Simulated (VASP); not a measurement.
```yaml
crystal:
  lattice:
    - [5.19936, 0.00000, 0.00000]
    - [0.00000, 5.19936, 0.00000]
    - [0.00000, 0.00000, 5.19936]
  atoms:
    - { symbol: Zr, position: [0.00000, 0.00000, 0.00000] }
    - { symbol: Zr, position: [0.50000, 0.50000, 0.00000] }
    - { symbol: Zr, position: [0.00000, 0.50000, 0.50000] }
    - { symbol: Zr, position: [0.50000, 0.00000, 0.50000] }
    - { symbol: O, position: [0.32320, 0.32320, 0.32320] }
    - { symbol: O, position: [0.82320, 0.17680, 0.67680] }
    - { symbol: O, position: [0.67680, 0.82320, 0.17680] }
    - { symbol: O, position: [0.17680, 0.67680, 0.82320] }
    - { symbol: O, position: [0.67680, 0.67680, 0.67680] }
    - { symbol: O, position: [0.17680, 0.82320, 0.32320] }
    - { symbol: O, position: [0.32320, 0.17680, 0.82320] }
    - { symbol: O, position: [0.82320, 0.32320, 0.17680] }
```

Computed with r2SCAN meta-GGA, VASP's PBE PAW potentials (set 64) (plane waves; VASP 6.6.1). Run with 520 eV cut-off, 5×5×5 Γ-centred mesh, tetrahedra with Blöchl corrections, potentials Zr_sv O.

### Question
Give the energies of bands 42 to 55 at the high-symmetry points, in eV from the valence-band maximum.

### Answer

| band | Γ | X | M | R | X1 |
|---|---|---|---|---|---|
| 42 | -0.57 | -1.44 | -1.23 | -1.42 | -1.44 |
| 43 | -0.57 | -0.54 | -1.23 | -1.42 | -0.54 |
| 44 | -0.57 | -0.54 | -1.23 | -1.42 | -0.54 |
| 45 | -0.09 | -0.48 | -0.70 | -0.96 | -0.48 |
| 46 | -0.09 | -0.48 | -0.70 | -0.96 | -0.48 |
| 47 | -0.09 | -0.24 | -0.70 | -0.96 | -0.24 |
| 48 | -0.04 | -0.24 | -0.70 | -0.96 | -0.24 |
| 49 | 4.46 | 5.00 | 4.54 | 3.81 | 5.00 |
| 50 | 4.46 | 5.00 | 4.54 | 3.81 | 5.00 |
| 51 | 4.46 | 5.03 | 4.54 | 3.81 | 5.03 |
| 52 | 4.65 | 5.03 | 4.54 | 3.81 | 5.03 |
| 53 | 4.65 | 5.05 | 5.29 | 4.86 | 5.05 |
| 54 | 4.95 | 5.05 | 5.29 | 4.86 | 5.06 |
| 55 | 5.21 | 5.09 | 5.29 | 4.86 | 5.09 |

The gap is indirect, 3.81 eV, from the valence maximum at (0.20, 0.00, 0.00) to the conduction minimum at R.

The structure was generated: ZrO2 was put into the pyrite type (Pa-3), which need not be its known phase. It was relaxed first, which changed the volume by +16 %.
